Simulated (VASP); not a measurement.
# Zn2C in VASP: notebook

One sheet, Zn2C, is run at these levels: PBE; tasks: single point.

Everything below comes from runs of VASP 6.6.1. Logs are shortened: lines on timing, memory, paths and dates and some standing lists are left out, and cuts for length are marked.

## Step 1: The structure

The cell holds a sheet with vacuum, 3 atoms: a = 2.559 Å, b = 2.559 Å, c = 32.349 Å, α = 90.00°, β = 90.00°, γ = 120.00°.

The cell was built by a generator and needn't be a form met in nature.

## Step 2: Single point, PBE

Contents of INCAR:

```
SYSTEM = Zn2C
  PREC = Accurate
  ENCUT = 520
  EDIFF = 1E-6
  ISMEAR = 0
  SIGMA = 0.1
  LREAL = .False.
  LASPH = .True.
  NELM = 100
  ALGO = Fast
  ISIF = 2
  LWAVE = .False.
  LCHARG = .True.
  LDIPOL = .True.
  IDIPOL = 3
  DIPOL = 0.5 0.5 0.263
  GGA = PE
  LELF = .True.
  LVHAR = .True.
  LVACPOTAV = .True.
  NBANDS = 21
```

Contents of KPOINTS:

```
regular mesh
0
Gamma
  24 24 1
  0 0 0
```

Contents of POSCAR:

```
Zn2C
1.0
    2.5588598827      0.0000000000      0.0000000000
   -1.2794299414      2.2160376631      0.0000000000
    0.0000000000      0.0000000000     32.3493503204
Zn C
2 1
Direct
    1.0000000000      1.0000000000      0.3273663083
    0.0000000000      0.0000000000      0.1981465639
    0.0000000000      0.0000000000      0.2627564361
```

Potentials or basis: VASP PAW PBE potentials, release 64 (Zn, C).

Run with:

```bash
$ cat potpaw_PBE.64/Zn/POTCAR potpaw_PBE.64/C/POTCAR > POTCAR
$ mpirun -np 1 vasp_std > vasp.out
```

OUTCAR:

```text
SYSTEM = Zn2C
   PREC = Accurate
   ENCUT = 520
   EDIFF = 1E-6
   ISMEAR = 0
   LREAL = .False.
   LASPH = .True.
   NELM = 100
   ISIF = 2
   GGA = PE

 ion  position               nearest neighbor table
   1  0.000  0.000  0.327-   3 2.09
   2  0.000  0.000  0.198-   3 2.09
   3  0.000  0.000  0.263-   2 2.09   1 2.09

  LATTYP: Found a hexagonal cell.
 ALAT       =     2.5588598827
 C/A-ratio  =    12.6420952312

  Lattice vectors:

 A1 = (   2.5588598827,   0.0000000000,   0.0000000000)
 A2 = (  -1.2794299414,   2.2160376631,   0.0000000000)
 A3 = (   0.0000000000,   0.0000000000,  32.3493503204)

Analysis of symmetry for initial positions (statically):
=====================================================================
 Subroutine PRICEL returns:
 Original cell was already a primitive cell.

 Routine SETGRP: Setting up the symmetry group for a
 hexagonal supercell.

 Subroutine GETGRP returns: Found 24 space group operations
 (whereof 12 operations were pure point group operations)
 out of a pool of 24 trial point group operations.

The static configuration has the point symmetry C_6v.
 The point group associated with its full space group is D_6h.

Analysis of symmetry for dynamics (positions and initial velocities):
=====================================================================
 Subroutine PRICEL returns:
 Original cell was already a primitive cell.

 Routine SETGRP: Setting up the symmetry group for a
 hexagonal supercell.

 Subroutine GETGRP returns: Found 24 space group operations
 (whereof 12 operations were pure point group operations)
 out of a pool of 24 trial point group operations.

The dynamic configuration has the point symmetry C_6v.
 The point group associated with its full space group is D_6h.

 Subroutine INISYM returns: Found 24 space group operations
 (whereof 12 operations are pure point group operations),
 and found     1 'primitive' translations

----------------------------------------------------------------------------------------

                                     Primitive cell

  volume of cell :     183.4380

  direct lattice vectors                    reciprocal lattice vectors
     2.558859883  0.000000000  0.000000000     0.390799046  0.225627934  0.000000000
    -1.279429941  2.216037663  0.000000000     0.000000000  0.451255868  0.000000000
     0.000000000  0.000000000 32.349350320     0.000000000  0.000000000  0.030912522

  length of vectors
     2.558859883  2.558859883 32.349350320     0.451255868  0.451255868  0.030912522

  position of ions in fractional coordinates (direct lattice)
     0.000000000  0.000000000  0.327366308
     0.000000000  0.000000000  0.198146564
     0.000000000  0.000000000  0.262756436

  ion indices of the primitive-cell ions
   primitive index   ion index
                 1           1
                 2           2
                 3           3

----------------------------------------------------------------------------------------

 KPOINTS: regular mesh

Automatic generation of k-mesh.
 Grid dimensions read from file:
 generate k-points for:   24   24    1

 Generating k-lattice:

  Cartesian coordinates                     Fractional coordinates (reciprocal lattice)
     0.016283294  0.009401164  0.000000000     0.041666667  0.000000000  0.000000000
     0.000000000  0.018802328  0.000000000     0.000000000  0.041666667  0.000000000
     0.000000000  0.000000000  0.030912522     0.000000000  0.000000000  1.000000000

  Length of vectors
     0.018802328  0.018802328  0.030912522

  Shift w.r.t. Gamma in fractional coordinates (k-lattice)
     0.000000000  0.000000000  0.000000000

 Subroutine IBZKPT returns following result:
 ===========================================

 Found     61 irreducible k-points:

 Following reciprocal coordinates:
            Coordinates               Weight
  0.000000  0.000000  0.000000      1.000000
  0.041667 -0.000000  0.000000      6.000000
  0.083333  0.000000  0.000000      6.000000
  0.125000 -0.000000  0.000000      6.000000
  0.166667 -0.000000  0.000000      6.000000
  0.208333 -0.000000  0.000000      6.000000
[... 16 lines left out ...]
  0.416667  0.041667  0.000000     12.000000
  0.458333  0.041667  0.000000     12.000000
 [... further k-points ...]
   k-points           NKPTS =     61   k-points in BZ     NKDIM =     61   number of bands    NBANDS=     21
   number of dos      NEDOS =    301   number of ions     NIONS =      3
   total plane-waves  NPLWV = 100000
   dimension x,y,z NGX =    20 NGY =   20 NGZ =  250
   dimension x,y,z NGXF=    40 NGYF=   40 NGZF=  500
   ions per type =               2   1
   NGX,Y,Z   is equivalent  to a cutoff of  12.99, 12.99, 12.85 a.u.
   NGXF,Y,Z  is equivalent  to a cutoff of  25.99, 25.99, 25.70 a.u.
 SYSTEM =  Zn2C
   PREC   = accura    normal or accurate (medium, high low for compatibility)
   ISTART =      0    job   : 0-new  1-cont  2-samecut
   ICHARG =      2    charge: 1-file 2-atom 10-const
   ISPIN  =      1    spin polarized calculation?
   LNONCOLLINEAR =      F non collinear calculations
   LSORBIT =      F    spin-orbit coupling
   LASPH  =      T    aspherical Exc in radial PAW
   ENCUT  =  520.0 eV  38.22 Ry    6.18 a.u.   4.76  4.76 60.15*2*pi/ulx,y,z
   NELM   =    100;   NELMIN=  2; NELMDL= -5     # of ELM steps
   EDIFF  = 0.1E-05   stopping-criterion for ELM
   LREAL  =      F    real-space projection
   EDIFFG = 0.1E-04   stopping-criterion for IOM
   NSW    =      0    number of steps for IOM
   IBRION =     -1    ionic relax: 0-MD 1-quasi-New 2-CG
   NFREE  =      0    steps in history (QN), initial steepest desc. (CG)
   ISIF   =      2    stress and relaxation
   ISYM   =      2    0-nonsym 1-usesym 2-fastsym
   POTIM  = 0.5000    time-step for ionic-motion
   TEBEG  =    0.0;   TEEND  =   0.0 temperature during run
   PSTRESS=    0.0 pullay stress
   NELECT =      28.0000    total number of electrons
   NUPDOWN=      -1.0000    fix difference up-down
   EMIN   =  10.00;   EMAX   =-10.00  energy-range for DOS
   EFERMI =   0.00;   METHOD = LEGACY
   ISMEAR =     0;   SIGMA  =   0.10  broadening in eV -4-tet -1-fermi 0-gaus
   EFERMI_NEDOS =   21; number of points for ismear=-14 and -15
   IALGO  =     68    algorithm
   IMIX   =      4    mixing-type and parameters
     AMIX     =   0.40;   BMIX     =  1.00
     AMIX_MAG =   1.60;   BMIX_MAG =  1.00
  volume/ion in A,a.u.               =      61.15       412.63
  Fermi-wavevector in a.u.,A,eV,Ry     =   0.874912  1.653344 10.414869  0.765471
  Thomas-Fermi vector in A             =   1.994510
   LORBIT       =      0    0 simple, 1 ext, 2 COOP (PROOUT), +10 PAW based schemes
   GGA     = PE    functional components
   LHFCALC =     F    Hartree Fock is set to
   AEXX    =    0.0000 exact exchange contribution
   IVDW    =     0    specifies the selected vdW correction
   LEPSILON=     F    determine dielectric tensor
   LRPA    =     F    only Hartree local field effects (RPA)
 non-spin polarized calculation
 RMM-DIIS sequential band-by-band and
 Gauss-broadening in eV      SIGMA  =   0.10
  energy-cutoff  :      520.00
  volume of cell :      183.44
 maximum number of plane-waves:      4993
 NGX is ok and might be reduce to    20
   NGX =  9   NGY =  9   NGZ =121

 dipolmoment           0.000000      0.000000     -0.000000 electrons x Angstroem

 number of electron      28.0000018 magnetization

 dipolmoment           0.000000      0.000000      0.000002 electrons x Angstroem

 Free energy of the ion-electron system (eV)
  ---------------------------------------------------
  ext. energy  EPLUGINS =         0.00000000
  ---------------------------------------------------
  free energy    TOTEN  =        -6.63336540 eV

  energy without entropy =       -6.62494261  energy(sigma->0) =       -6.62915401

 E-fermi :  -2.8761     XC(G=0):  -2.9330

 val. band max:       -2.8859947384   @ k =   0.4167   0.0833   0.0000
 cond. band min:      -2.8735223630   @ k =   0.4167   0.1250   0.0000
 fundamental gap:      0.0124723754
 Fermi energy:        -2.8760567681

 k-point     1 :       0.0000    0.0000    0.0000
  band No.  band energies     occupation
      1     -15.7020      2.00000
      2     -11.8297      2.00000
      3     -11.4232      2.00000
      4     -10.4838      2.00000
      5     -10.2473      2.00000
      6     -10.2473      2.00000
[... 13 lines left out ...]
     20       1.8713      0.00000
     21       1.9224      0.00000

 k-point     2 :       0.0417   -0.0000    0.0000
  band No.  band energies     occupation
      1     -15.6605      2.00000
      2     -11.7770      2.00000
      3     -11.3892      2.00000
      4     -10.4736      2.00000
      5     -10.2556      2.00000
      6     -10.2550      2.00000
[... 13 lines left out ...]
     20       1.9252      0.00000
     21       1.9738      0.00000

 k-point     3 :       0.0833    0.0000    0.0000
  band No.  band energies     occupation
      1     -15.5369      2.00000
      2     -11.6227      2.00000
      3     -11.2913      2.00000
      4     -10.4430      2.00000
      5     -10.2782      2.00000
      6     -10.2765      2.00000
[... 13 lines left out ...]
     20       2.0865      0.00000
     21       2.1280      0.00000
[... 457 lines left out ...]
 k-point    23 :       0.4167    0.0417    0.0000
  band No.  band energies     occupation
      1     -12.0930      2.00000
      2     -11.0185      2.00000
      3     -11.0041      2.00000
      4     -10.5085      2.00000
      5     -10.3892      2.00000
      6     -10.0430      2.00000
[... 13 lines left out ...]
     20       5.7445      0.00000
     21       7.4793      0.00000

 k-point    24 :       0.4583    0.0417    0.0000
  band No.  band energies     occupation
      1     -11.8356      2.00000
      2     -11.0386      2.00000
      3     -11.0201      2.00000
      4     -10.5788      2.00000
      5     -10.4065      2.00000
      6     -10.0277      2.00000
[... 13 lines left out ...]
     20       6.0746      0.00000
     21       7.4767      0.00000

 [... further k-points ...]
[... 5 lines left out ...]
  --------------------------------------------------------------------------------------
  -------------------------------------------------------------------------------------
  Total        0.0869614      0.0869614      0.1248084     -0.0000000      0.0000000     -0.0000000
  in kB        0.7595351      0.7595351      1.0900968     -0.0000000      0.0000000     -0.0000000
  external PRESSURE =       0.8697223 kB  Pullay stress =       0.0000000 kB

 VOLUME and BASIS-vectors are now :
 -----------------------------------------------------------------------------
  energy-cutoff  :      520.00
  volume of cell :      183.44
      direct lattice vectors                 reciprocal lattice vectors
     2.558859883  0.000000000  0.000000000     0.390799046  0.225627934  0.000000000
    -1.279429941  2.216037663  0.000000000     0.000000000  0.451255868  0.000000000
     0.000000000  0.000000000 32.349350320     0.000000000  0.000000000  0.030912522

 POSITION                                       TOTAL-FORCE (eV/Angst)
 -----------------------------------------------------------------------------------
      0.00000      0.00000     10.59009         0.000000      0.000000      0.029642
      0.00000      0.00000      6.40991        -0.000000     -0.000000     -0.029642
      0.00000      0.00000      8.50000        -0.000000     -0.000000      0.000000
 -----------------------------------------------------------------------------------
    total drift:                               -0.000000     -0.000000      0.000501

  FREE ENERGIE OF THE ION-ELECTRON SYSTEM (eV)
  ---------------------------------------------------
  free  energy   TOTEN  =        -6.6333654002 eV

  energy  without entropy=       -6.6249426123  energy(sigma->0) =       -6.62915401

 vacuum level on the upper side and lower side of the slab         1.616         1.616
```

Run time: 5.2 min. Hardware: 1 thread of Intel Xeon Platinum 8259CL at 2.50GHz (Skylake/Cascade Lake), shared host; peak memory 0.43 GiB.

What came out:

- Free energy: -6.6334 eV
- Largest force: 0.030 eV/Å
- Band gap on the k mesh: none (metal or under the smearing width)
- Work function of the upper face: 4.49 eV
- Work function of the lower face: 4.49 eV

Forces on the atoms (eV/Å):
```
Zn   0.000  0.000  0.030
Zn   0.000  0.000 -0.030
C    0.000  0.000  0.000
```

## Step 3: Single point, PBE

This run uses another cell than the first one, of 57.86 Å³/atom, 0.946 times its volume.

Contents of INCAR:

```
  PREC = Accurate
  ENCUT = 520
  EDIFF = 1E-6
  ISMEAR = 0
  SIGMA = 0.1
  LREAL = F
  LASPH = T
  NELM = 100
  ALGO = Fast
  ISIF = 2
  LWAVE = F
  LCHARG = T
  LDIPOL = T
  IDIPOL = 3
  DIPOL = 0.5 0.5 0.273
  GGA = PE
  LELF = T
  LVHAR = T
  LVACPOTAV = T
  NBANDS = 21
```

Contents of KPOINTS:

```
regular mesh
0
Gamma
  24 24 1
```

Contents of POSCAR:

```
Zn2C
1.0
    2.5353825424      0.0000000000      0.0000000000
   -1.2676912712      2.1957056900      0.0000000000
    0.0000000000      0.0000000000     31.1820664673
Zn C
2 1
Direct
    1.0000000000      1.0000000000      0.3411363898
    0.0000000000      0.0000000000      0.2040487736
    0.0000000000      0.0000000000      0.2725925817
```

Potentials or basis: VASP PAW PBE potentials, release 64 (Zn, C).

Run with:

```bash
$ cat potpaw_PBE.64/Zn/POTCAR potpaw_PBE.64/C/POTCAR > POTCAR
$ mpirun -np 1 vasp_std > vasp.out
```

Run time: 4.7 min. Hardware: 1 thread of Intel Xeon Platinum 8259CL at 2.50GHz (Skylake/Cascade Lake), shared host; peak memory 0.42 GiB.

It converged, with:

```yaml
Free_energy: -6.6213 eV
Largest_force: 0.163 eV/Å
Band_gap_on_the_k_mesh: none (metal or under the smearing width)
Work_function_of_the_upper_face: 4.42 eV
Work_function_of_the_lower_face: 4.42 eV
```

Forces on the atoms (eV/Å):
```
Zn   0.000  0.000 -0.163
Zn   0.000  0.000  0.163
C    0.000  0.000  0.000
```

Levels at points of the mesh, in eV from the Fermi level:
```
           k point  band 11  band 12  band 13  band 14  band 15  band 16  band 17  band 18
(0.00, 0.00, 0.00)    -6.68    -6.68    -5.47    -2.74     1.82     3.64     4.33     4.68
(0.50, 0.00, 0.00)    -5.98    -4.04    -1.37    -0.71     0.53     2.65     2.92     3.50
```

(Continued in part 2 of 2.)
